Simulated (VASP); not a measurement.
Computed with PBE GGA, VASP's PBE PAW potentials (set 64) (plane waves; VASP).

A VASP calculation is set up with these files.

**POSCAR**
```
ZrC
1
    0.0000000000     2.2987910000     2.3369170000
    2.3725850000     0.0000000000     2.3369170000
    2.3725850000     2.2987910000     0.0000000000
Zr C
1 1
Direct
  0.0000000000   0.0000000000   0.0000000000
  0.4802910000   0.5197090000   0.5197090000
```

### INCAR
```
SYSTEM = ZrC
PREC = Accurate; ENCUT = 520; LREAL = .False.
LASPH = .True.; KSPACING = 0.2; KGAMMA = .True.
EDIFF = 1E-6; NELM = 100; ALGO = Normal
LMAXMIX = 4
ISMEAR = 1; SIGMA = 0.1
GGA = PE
ISIF = 2
LWAVE = .False.; LCHARG = .False.
```

POTCAR, in this order: Zr_sv C (PBE.64 set). Program: vasp_std.

Gaps are read on the run's mesh, which can miss a band edge.

Task: Estimate the energy per atom (σ→0), pressure, largest force, band gap (on the k-mesh).

Result: 
```json
{
  "energy per atom (σ→0)": "-9704 meV/atom",
  "band gap (on the k-mesh)": "none (metal, semimetal or under 0.01 eV)",
  "pressure": "6.66 GPa",
  "largest_force": "0.535 eV/Å"
}
```

### OSZICAR
```
...
DAV:   7    -0.194176235807E+02    0.11113E+00   -0.71543E-01  8140   0.689E+00    0.618E+00
DAV:   8    -0.194124089213E+02    0.52147E-02   -0.13121E-01  7432   0.344E+00    0.146E+00
DAV:   9    -0.194080810228E+02    0.43279E-02   -0.29784E-02  8440   0.115E+00    0.447E-01
DAV:  10    -0.194084154029E+02   -0.33438E-03   -0.19598E-03  7780   0.571E-01    0.340E-01
DAV:  11    -0.194082531917E+02    0.16221E-03   -0.60881E-04  7664   0.200E-01    0.169E-02
DAV:  12    -0.194082513922E+02    0.17995E-05   -0.10406E-05  9768   0.360E-02    0.103E-02
DAV:  13    -0.194082510357E+02    0.35646E-06   -0.26063E-07  4560   0.536E-03
   1 F= -.19408251E+02 E0= -.19408281E+02  d E =0.913776E-04
```

The compound is ZrC in the rock salt structure. The cell was not relaxed at this level, atoms are displaced from their ideal sites. The run is one of a series of settings (KGAMMA = .TRUE., KSPACING = 0.2, KPOINTS file removed against the base run), some of them coarse on purpose.
